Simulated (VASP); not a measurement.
Calculation: optB88-vdW, VASP's PBE PAW potentials (set 64) (plane waves; VASP).

A VASP calculation is set up with these files.

**POSCAR**
```
MgI2
1
    4.1758953354     0.0000000000     0.0000000000
   -2.0879476677     3.6164310103     0.0000000000
    0.0000000000     0.0000000000     6.9021854172
Mg I
1 2
Direct
  0.0000000000   0.0000000000   0.0000000000
  0.3333330000   0.6666670000   0.2420000000
  0.6666670000   0.3333330000   0.7580000000
```

**INCAR**
```
SYSTEM  =  MgI2
PREC  =  Normal; ENCUT  =  400; LREAL  =  .FALSE.
LASPH  =  .TRUE.
EDIFF  =  1E-5; NELM  =  100; NELMIN  =  4
ALGO  =  Fast; LMAXMIX  =  4
ISMEAR  =  0; SIGMA  =  0.05
GGA  =  BO; LUSE_VDW  =  .TRUE.; AGGAC  =  0.0
PARAM1  =  0.1833333333; PARAM2  =  0.22
IBRION  =  2; NSW  =  20; ISIF  =  2
EDIFFG  =  -0.03
LWAVE  =  .FALSE.; LCHARG  =  .FALSE.
```

File KPOINTS:
```
Automatic mesh
0
Gamma
8 8 5
0 0 0
```

POTCAR, in this order: Mg I (PBE.64 set). Program: vasp_std.

Output

OSZICAR:
```
       N       E                     dE             d eps       ncg     rms          rms(c)
DAV:   1     0.789787672488E+02    0.78979E+02   -0.50974E+03   960   0.842E+02
DAV:   2     0.299384250127E+01   -0.75985E+02   -0.70193E+02  1400   0.142E+02
DAV:   3    -0.255399301883E+01   -0.55478E+01   -0.55240E+01  1228   0.461E+01
DAV:   4    -0.265678687329E+01   -0.10279E+00   -0.10278E+00  1292   0.794E+00
DAV:   5    -0.265795367634E+01   -0.11668E-02   -0.11668E-02  1220   0.848E-01    0.363E+00
RMM:   6    -0.250497356209E+01    0.15298E+00   -0.21314E-01   960   0.228E+00    0.234E+00
RMM:   7    -0.249279480095E+01    0.12179E-01   -0.24139E-01   960   0.252E+00    0.845E-01
RMM:   8    -0.249220922034E+01    0.58558E-03   -0.22712E-02   960   0.960E-01    0.106E-01
RMM:   9    -0.249185310999E+01    0.35611E-03   -0.24370E-03   960   0.338E-01    0.918E-02
RMM:  10    -0.249188772867E+01   -0.34619E-04   -0.44146E-04   966   0.161E-01    0.517E-02
RMM:  11    -0.249187282750E+01    0.14901E-04   -0.79356E-05   964   0.764E-02    0.272E-02
RMM:  12    -0.249187803842E+01   -0.52109E-05   -0.60150E-05   934   0.507E-02
   1 F= -.24918780E+01 E0= -.24918780E+01  d E =-.249188E+01
       N       E                     dE             d eps       ncg     rms          rms(c)
DAV:   1    -0.249204915981E+01   -0.17633E-03   -0.78008E-03  1208   0.525E-01    0.344E-02
RMM:   2    -0.249207449065E+01   -0.25331E-04   -0.29303E-04   960   0.126E-01    0.101E-02
RMM:   3    -0.249207669161E+01   -0.22010E-05   -0.29133E-05   704   0.522E-02    0.115E-02
RMM:   4    -0.249207647571E+01    0.21591E-06   -0.56997E-06   559   0.232E-02
   2 F= -.24920765E+01 E0= -.24920765E+01  d E =-.198437E-03
       N       E                     dE             d eps       ncg     rms          rms(c)
DAV:   1    -0.249205649465E+01    0.20197E-04   -0.72130E-02  1036   0.160E+00    0.108E-01
RMM:   2    -0.249230285182E+01   -0.24636E-03   -0.27796E-03   960   0.386E-01    0.266E-02
RMM:   3    -0.249232442342E+01   -0.21572E-04   -0.26203E-04   960   0.159E-01    0.312E-02
RMM:   4    -0.249232517349E+01   -0.75007E-06   -0.51658E-05   893   0.749E-02
   3 F= -.24923252E+01 E0= -.24923252E+01  d E =-.447135E-03
```

**OUTCAR**
```
------------------------ aborting loop because EDIFF is reached ----------------------------------------
  FORCE on cell =-STRESS in cart. coord.  units (eV):
  Direction    XX          YY          ZZ          XY          YZ          ZX
  --------------------------------------------------------------------------------------
  Total       -0.0374349     -0.0374349     -0.0838018     -0.0000000      0.0000000     -0.0000000
  in kB       -0.5754010     -0.5754008     -1.2880934     -0.0000000      0.0000000     -0.0000000
  external PRESSURE =      -0.8129651 kB  Pullay stress =       0.0000000 kB
  volume of cell :      104.24
      direct lattice vectors                 reciprocal lattice vectors
     4.175895335  0.000000000  0.000000000     0.239469603  0.138257857  0.000000000
    -2.087947668  3.616431010  0.000000000     0.000000000  0.276515713  0.000000000
     0.000000000  0.000000000  6.902185417     0.000000000  0.000000000  0.144881648
 POSITION                                       TOTAL-FORCE (eV/Angst)
 -----------------------------------------------------------------------------------
      0.00000      0.00000      0.00000         0.000000      0.000000      0.000000
     -0.00000      2.41096      1.67962         0.000000     -0.000000     -0.002787
      2.08795      1.20548      5.22256        -0.000000      0.000000      0.002787
 -----------------------------------------------------------------------------------
    total drift:                                0.000000     -0.000000      0.000000
  FREE ENERGIE OF THE ION-ELECTRON SYSTEM (eV)
  ---------------------------------------------------
  free  energy   TOTEN  =        -2.4923251735 eV

  energy  without entropy=       -2.4923251735  energy(sigma->0) =       -2.49232517

 reached required accuracy - stopping structural energy minimisation
```
(Selected blocks of OUTCAR.)

**CONTCAR**
```
MgI2
   1.00000000000000
     4.1758953353999999    0.0000000000000000    0.0000000000000000
    -2.0879476677000000    3.6164310102999999    0.0000000000000000
     0.0000000000000000    0.0000000000000000    6.9021854172000001
  Mg              I
     1     2
Direct
     0.0000000000000000    0.0000000000000000    0.0000000000000000
     0.3333330000000032    0.6666669999999968    0.2433467586365711
     0.6666669999999968    0.3333330000000032    0.7566532413634289
```

File OUTCAR:
```
 val. band max:        2.0455580088   @ k =   0.0000   0.0000   0.0000

 cond. band min:       5.5430318236   @ k =   0.5000   0.0000   0.4000


 Fermi energy:         2.2819574751

 k-point     1 :       0.0000    0.0000    0.0000
  band No.  band energies     occupation
      1      -9.9882      2.00000
      2      -9.3170      2.00000
      3      -1.4074      2.00000
      4       1.5994      2.00000
      5       1.5994      2.00000
      6       1.9636      2.00000
      7       1.9636      2.00000
      8       2.0456      2.00000
      9       5.6436      0.00000
     10       6.8789      0.00000
     11       8.7600      0.00000
     12       8.7600      0.00000

 k-point     2 :       0.1250    0.0000    0.0000
  band No.  band energies     occupation
      1      -9.9110      2.00000
      2      -9.2774      2.00000
      3      -1.2957      2.00000
      4       1.0030      2.00000
      5       1.4112      2.00000
      6       1.4323      2.00000
      7       1.9424      2.00000
      8       1.9939      2.00000
      9       6.2511      0.00000
     10       7.4117      0.00000
     11       8.1942      0.00000
     12       8.9875      0.00000

 k-point     3 :       0.2500    0.0000    0.0000
  band No.  band energies     occupation
      1      -9.7055      2.00000
      2      -9.1861      2.00000
      3      -1.0310      2.00000
      4      -0.0598      2.00000
      5       0.5454      2.00000
      6       1.0702      2.00000
      7       1.8028      2.00000
      8       1.8153      2.00000
      9       6.5062      0.00000
     10       7.4877      0.00000
     11       8.4336      0.00000
     12       9.2080      0.00000

 k-point     4 :       0.3750    0.0000    0.0000
  band No.  band energies     occupation
      1      -9.4539      2.00000
      2      -9.1169      2.00000
      3      -1.1831      2.00000
      4      -0.5305      2.00000
      5       0.0699      2.00000
      6       0.7990      2.00000
...
```

Unless said otherwise, spin-orbit coupling is left out, though it shifts the bands of the heavy elements here.

The compound is MgI2 in the 1T layered structure. This run relaxes the ions in a fixed cell. Symmetry was kept, so distortions that lower it aren't found.
